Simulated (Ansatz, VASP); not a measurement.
## InBSe2 in VASP and in Ansatz

INCAR

```
PREC = Accurate ; ENCUT = 600
EDIFF = 1E-7 ; ISMEAR = 0
SIGMA = 0.1 ; LREAL = False
LASPH = True ; NELM = 80
ALGO = Normal ; ISIF = 3
LWAVE = False ; LCHARG = False
GGA = PE ; IBRION = 2
NSW = 90 ; EDIFFG = -0.04
```

Contents of KPOINTS:

```
regular mesh
0
Gamma
  6 6 4
```

POSCAR

```
InBSe2
1.0
    3.7973236300      0.0000000000      0.0000000000
   -1.8986618100      3.2885787300      0.0000000000
    0.0000000000      0.0000000000      5.8858516300
In B Se
1 1 2
Direct
    0.0000000000      0.0000000000      0.5000000000
    0.0000000000      0.0000000000      0.0000000000
    0.3333333300      0.6666666700      0.2500000000
    0.6666666700      0.3333333300      0.7500000000
```

Input for Ansatz:

```yaml
crystal:
  lattice:
    - [3.79732363, 0.0, 0.0]
    - [-1.89866181, 3.28857873, 0.0]
    - [0.0, 0.0, 5.88585163]
  atoms:
    - { symbol: In, position: [0.0, 0.0, 0.5] }
    - { symbol: B, position: [0.0, 0.0, 0.0] }
    - { symbol: Se, position: [0.33333333, 0.66666667, 0.25] }
    - { symbol: Se, position: [0.66666667, 0.33333333, 0.75] }
basis:
  ecutwfc: 420
kpoints:
  mp_grid: { grid: [6, 6, 4] }
hamiltonian:
  xc: pbe
scf:
  occupations: { method: gaussian, width: 0.1 }
  lower_state_search: "off"
output:
  forces: true
  stress: true
  eigenvalues: true
relax:
  adjacent_minimum: "off"
  f_tol: 0.04
  max_steps: 70
  cell: { stress_tol: 0.4 }
```

Alike in both runs: task relaxation of cell and atoms; functional PBE; k mesh 6 × 6 × 4; occupations gaussian, width 0.1 eV; no spin polarisation.

|  | VASP | Ansatz |
| --- | --- | --- |
| version | VASP 6.6.1 | Ansatz 0.2.0 |
| potentials or method | VASP PAW PBE potentials, release 64 (In_d, B, Se) | scalar-relativistic, plane waves, PAW |
| plane-wave cutoff (eV) | 600 | 420 |
| valence electrons in the cell | 28 | 48 |

VASP gave:

```
gap on the k mesh at the Fermi level, each at its own relaxed structure (eV) : none
relaxed volume (Å³/atom)                                                     : 19.55
relaxed cell length with the largest relative difference (Å)                 : 3.265
energy change over the relaxation (meV/atom)                                 : -365
```

What did Ansatz give for the same quantities?

gap on the k mesh at the Fermi level, each at its own relaxed structure (eV): none; relaxed volume (Å³/atom): 19.54; relaxed cell length with the largest relative difference (Å): 3.265; energy change over the relaxation (meV/atom): -365.

A gap of «none» marks a metal or a gap that the smearing closes. The two sets of potentials don't hold the same shells in valence.

Caveats: this functional lacks dispersion, which binds the layers, so the pressure and a relaxed spacing across them are unreliable.
